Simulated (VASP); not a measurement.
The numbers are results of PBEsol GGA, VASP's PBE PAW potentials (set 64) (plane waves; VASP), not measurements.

VASP ran on this input.

### KPOINTS
```
Automatic mesh
0
Gamma
7 7 13
0 0 0
```

**INCAR**
```
SYSTEM = Zr4C2N2
PREC = Accurate
ENCUT = 520
EDIFF = 1E-7
NELM = 100
ALGO = Normal
LREAL = .FALSE.
LASPH = .TRUE.
ISMEAR = -5
GGA = PS
LMAXMIX = 4
LWAVE = .FALSE.
LCHARG = .TRUE.
LORBIT = 11
NEDOS = 601
ISIF = 2
LEFG = .TRUE.
```

POSCAR:
```
Zr4C2N2
1.0
  0.0021801280   4.6144206246   4.6144122877
  4.6165699052   0.0000308476   4.6165615895
  2.3083003763   2.3083003763   0.0000000000
Zr N C
4 2 2
direct
  0.9983468975   0.0005512827   0.0011018199
  0.9983468975   0.5005512827   0.0011018199
  0.5016531025   0.9994487173   0.9988981801
  0.5016531025   0.4994487173   0.9988981801
  0.2500000000   0.2500000000   0.5000000000
  0.2500000000   0.7500000000   0.5000000000
  0.7500000000   0.2500000000   0.5000000000
  0.7500000000   0.7500000000   0.5000000000
```

POTCAR, in this order: Zr_sv N C (PBE.64 set). Program: vasp_std.

Output of the run:

**OSZICAR**
```
       N       E                     dE             d eps       ncg     rms          rms(c)
DAV:   1     0.643622760715E+03    0.64362E+03   -0.36400E+04 24882   0.173E+03
DAV:   2    -0.376530629247E+02   -0.68128E+03   -0.66390E+03 29543   0.481E+02
DAV:   3    -0.951485482365E+02   -0.57495E+02   -0.56894E+02 38477   0.117E+02
DAV:   4    -0.982516914341E+02   -0.31031E+01   -0.30999E+01 36673   0.247E+01
DAV:   5    -0.983576055372E+02   -0.10591E+00   -0.10591E+00 34666   0.445E+00    0.464E+01
DAV:   6    -0.847511125673E+02    0.13606E+02   -0.86259E+01 27938   0.375E+01    0.195E+01
DAV:   7    -0.846272908556E+02    0.12382E+00   -0.67872E+00 34328   0.103E+01    0.109E+01
DAV:   8    -0.845793381162E+02    0.47953E-01   -0.43050E-01 31918   0.362E+00    0.160E+00
DAV:   9    -0.845774833406E+02    0.18548E-02   -0.99341E-02 33390   0.139E+00    0.598E-01
DAV:  10    -0.845780393166E+02   -0.55598E-03   -0.71160E-03 29892   0.614E-01    0.198E-01
DAV:  11    -0.845781221865E+02   -0.82870E-04   -0.14838E-03 32300   0.208E-01    0.366E-02
DAV:  12    -0.845781107298E+02    0.11457E-04   -0.96042E-05 31238   0.523E-02    0.241E-02
DAV:  13    -0.845781086561E+02    0.20737E-05   -0.15638E-05 33228   0.252E-02    0.103E-02
DAV:  14    -0.845781074371E+02    0.12190E-05   -0.28589E-06 34119   0.933E-03    0.263E-03
DAV:  15    -0.845781072746E+02    0.16243E-06   -0.13593E-07 20232   0.199E-03    0.103E-03
DAV:  16    -0.845781072386E+02    0.36082E-07   -0.27159E-08 18930   0.992E-04
   1 F= -.84578107E+02 E0= -.84578107E+02  d E =0.000000E+00
```

**OUTCAR**
```
------------------------ aborting loop because EDIFF is reached ----------------------------------------
  FORCE on cell =-STRESS in cart. coord.  units (eV):
  Direction    XX          YY          ZZ          XY          YZ          ZX
  --------------------------------------------------------------------------------------
  Total        0.0564529      0.0564529      0.1375393     -0.0295358      0.0402946     -0.0402946
  in kB        0.9199045      0.9199045      2.2412132     -0.4812878      0.6566032     -0.6566032
  external PRESSURE =       1.3603407 kB  Pullay stress =       0.0000000 kB
  volume of cell :       98.32
      direct lattice vectors                 reciprocal lattice vectors
     0.002180128  4.614420625  4.614412288    -0.108381931  0.108381931  0.108381402
     4.616569905  0.000030848  4.616561589     0.108331472 -0.108331472  0.108280485
     2.308300376  2.308300376  0.000000000     0.216660049  0.216559132 -0.216661887
 POSITION                                       TOTAL-FORCE (eV/Angst)
 -----------------------------------------------------------------------------------
      0.00726      4.60934      4.60933         0.011628     -0.011628     -0.011853
      2.31555      4.60935      6.91761         0.011628     -0.011628     -0.011853
      6.92088      4.62063      6.92885        -0.011628      0.011628      0.011853
      4.61259      4.62061      4.62057        -0.011628      0.011628      0.011853
      2.30884      2.30776      2.30774        -0.000000      0.000000     -0.000000
      4.61712      2.30778      4.61602        -0.000000      0.000000     -0.000000
      2.30993      4.61497      4.61495        -0.000000      0.000000     -0.000000
      4.61821      4.61499      6.92323        -0.000000      0.000000     -0.000000
 -----------------------------------------------------------------------------------
    total drift:                               -0.000000      0.000000      0.000000
  FREE ENERGIE OF THE ION-ELECTRON SYSTEM (eV)
  ---------------------------------------------------
  free  energy   TOTEN  =       -84.5781072386 eV

  energy  without entropy=      -84.5781072386  energy(sigma->0) =      -84.57810724

 total charge

# of ion       s       p       d       tot
------------------------------------------
    1        2.176   6.044   1.661   9.881
    2        2.176   6.044   1.661   9.881
    3        2.176   6.044   1.661   9.881
    4        2.176   6.044   1.661   9.881
    5        1.238   2.443   0.000   3.681
    6        1.238   2.443   0.000   3.681
    7        0.876   1.518   0.000   2.395
    8        0.876   1.518   0.000   2.395
--------------------------------------------------
tot         12.932  32.098   6.644  51.674

 Electric field gradients after diagonalization (V/A^2)
 (convention: |V_zz| > |V_xx| > |V_yy|)
----------------------------------------------------------------------
 ion       V_xx      V_yy      V_zz     asymmetry (V_yy - V_xx)/ V_zz
----------------------------------------------------------------------
   1      -2.195    -2.153     4.349       0.010
   2      -2.195    -2.153     4.349       0.010
   3      -2.195    -2.153     4.349       0.010
   4      -2.195    -2.153     4.349       0.010
   5       1.796     1.792    -3.588       0.001
   6       1.796     1.792    -3.588       0.001
   7      -0.632    -0.595     1.228       0.030
   8      -0.632    -0.595     1.228       0.030
```
(Selected blocks of OUTCAR.)

For a metal the tetrahedron method with Blöchl corrections gives inexact stress and forces.

The structure was generated: Zr4C2N2 was put into an ordered model structure (R-3m), which need not be its known phase. It was relaxed first.
